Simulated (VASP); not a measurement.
These are PBE GGA, VASP's PBE PAW potentials (set 64) (plane waves; VASP) values and carry that method's errors.

VASP ran on this input.

### POSCAR
```
PbO
1
    4.0078661713     0.0000000000     0.0000000000
    0.0000000000     4.0078661713     0.0000000000
    0.0000000000     0.0000000000     3.7850223838
Pb O
2 2
Direct
  0.5000000000   0.0000000000   0.7014377929
  0.0000000000   0.5000000000   0.2985622071
  0.5000000000   0.5000000000   0.0000000000
  0.0000000000   0.0000000000   0.0000000000
```

KPOINTS:
```
Automatic mesh
0
gamma
 6 6 4
0 0 0
```

**INCAR**
```
# general
SYSTEM  = PbO
PREC    = Accurate
ENCUT   = 600
LREAL   = .FALSE.   # projection in real space or not
LASPH   = .TRUE.

# electronic loop
EDIFF   = 1E-7   # SCF stop (eV)
NELM    = 100   # most electronic steps
ALGO    = Normal
LMAXMIX = 4

# smearing
ISMEAR  = 0   # Gaussian
SIGMA   = 0.05

# functional
GGA     = PE   # PBE

# ions
IBRION  = 2   # conjugate gradients
NSW     = 40   # most ionic steps
ISIF    = 3
EDIFFG  = -0.01
PSTRESS = 200

# output
LWAVE   = .FALSE.
LCHARG  = .FALSE.
```

POTCAR, in this order: Pb_d O (PBE.64 set). Program: vasp_std.

Output

**OSZICAR**
```
       N       E                     dE             d eps       ncg     rms          rms(c)
DAV:   1     0.482578862615E+03    0.48258E+03   -0.22535E+04  1440   0.241E+03
DAV:   2     0.354279065631E+02   -0.44715E+03   -0.43979E+03  1528   0.551E+02
DAV:   3    -0.225802207798E+02   -0.58008E+02   -0.57077E+02  1896   0.207E+02
DAV:   4    -0.243974930753E+02   -0.18173E+01   -0.18158E+01  1576   0.391E+01
DAV:   5    -0.244567459166E+02   -0.59253E-01   -0.59248E-01  1992   0.709E+00    0.118E+01
DAV:   6    -0.205085079021E+02    0.39482E+01   -0.26262E+01  2224   0.458E+01    0.470E+00
DAV:   7    -0.204109262373E+02    0.97582E-01   -0.24618E+00  1880   0.128E+01    0.227E+00
DAV:   8    -0.204068242478E+02    0.41020E-02   -0.50695E-01  1888   0.558E+00    0.981E-01
DAV:   9    -0.203869303953E+02    0.19894E-01   -0.10878E-01  2296   0.309E+00    0.147E-01
DAV:  10    -0.203881754634E+02   -0.12451E-02   -0.95272E-03  1552   0.712E-01    0.331E-02
DAV:  11    -0.203882272487E+02   -0.51785E-04   -0.31051E-04  2240   0.148E-01    0.205E-02
DAV:  12    -0.203882217485E+02    0.55002E-05   -0.16412E-05  1840   0.504E-02    0.534E-03
DAV:  13    -0.203882207536E+02    0.99492E-06   -0.21708E-06  2040   0.150E-02    0.170E-03
DAV:  14    -0.203882208340E+02   -0.80444E-07   -0.88811E-07  1592   0.125E-02
   1 F= -.12798701E+02 E0= -.12798701E+02  d E =-.127987E+02
       N       E                     dE             d eps       ncg     rms          rms(c)
DAV:   1    -0.203868162920E+02    0.14045E-02   -0.78537E-03  1848   0.815E-01    0.650E-02
DAV:   2    -0.203867404793E+02    0.75813E-04   -0.24748E-04  1936   0.219E-01    0.358E-02
DAV:   3    -0.203867074690E+02    0.33010E-04   -0.39532E-05  2152   0.116E-01    0.121E-02
DAV:   4    -0.203867046305E+02    0.28386E-05   -0.13681E-05  2224   0.402E-02    0.247E-03
DAV:   5    -0.203867049103E+02   -0.27982E-06   -0.15463E-06  1728   0.186E-02    0.823E-04
DAV:   6    -0.203867049072E+02    0.30486E-08   -0.53483E-08   816   0.400E-03
   2 F= -.12798743E+02 E0= -.12798743E+02  d E =-.412931E-04
```

**OUTCAR**
```
------------------------ aborting loop because EDIFF is reached ----------------------------------------
  FORCE on cell =-STRESS in cart. coord.  units (eV):
  Direction    XX          YY          ZZ          XY          YZ          ZX
  --------------------------------------------------------------------------------------
  Total        7.6170524      7.6170524      7.5537868      0.0000000      0.0000000      0.0000000
  in kB      200.7667402    200.7667402    199.0992158      0.0000000      0.0000000      0.0000000
  external PRESSURE =       0.2108987 kB  Pullay stress =     200.0000000 kB
  volume of cell :       60.79
      direct lattice vectors                 reciprocal lattice vectors
     4.008819226  0.000000000  0.000000000     0.249450011  0.000000000  0.000000000
     0.000000000  4.008819226 -0.000000000     0.000000000  0.249450011 -0.000000000
     0.000000000  0.000000000  3.782446656     0.000000000  0.000000000  0.264379142
 POSITION                                       TOTAL-FORCE (eV/Angst)
 -----------------------------------------------------------------------------------
      2.00441      4.00882      2.65328         0.000000     -0.000000     -0.005524
      0.00000      2.00441      1.12917         0.000000      0.000000      0.005524
      2.00441      2.00441     -0.00000         0.000000     -0.000000      0.000000
      0.00000      4.00882     -0.00000         0.000000      0.000000      0.000000
 -----------------------------------------------------------------------------------
    total drift:                                0.000000     -0.000000      0.000000
  FREE ENERGIE OF THE ION-ELECTRON SYSTEM (eV)
  ---------------------------------------------------
  free  energy   TOTEN  =       -20.3867049072 eV

  energy  without entropy=      -20.3867049072  energy(sigma->0) =      -20.38670491
  enthalpy is  TOTEN    =       -12.7987425050 eV   P V=        7.5879624023

 reached required accuracy - stopping structural energy minimisation
```
(Selected blocks of OUTCAR.)

File CONTCAR:
```
PbO
   1.00000000000000
     4.0088192259309148    0.0000000000000000    0.0000000000000000
     0.0000000000000000    4.0088192259309148   -0.0000000000000000
     0.0000000000000000    0.0000000000000000    3.7824466563731214
  Pb              O
     2     2
Direct
     0.5000000000000000    1.0000000000000000    0.7014718237926265
     0.0000000000000000    0.5000000000000000    0.2985281762073735
     0.5000000000000000    0.5000000000000000    0.0000000000000000
     0.0000000000000000    1.0000000000000000    0.0000000000000000
```

Without a dispersion term in the relaxation, distances and binding between the weakly bound layers, chains or molecules are unreliable, and so is what depends on them.

The compound is PbO in the litharge structure. This run relaxes it under an external pressure of 20 GPa. Symmetry was kept, so distortions that lower it aren't found.
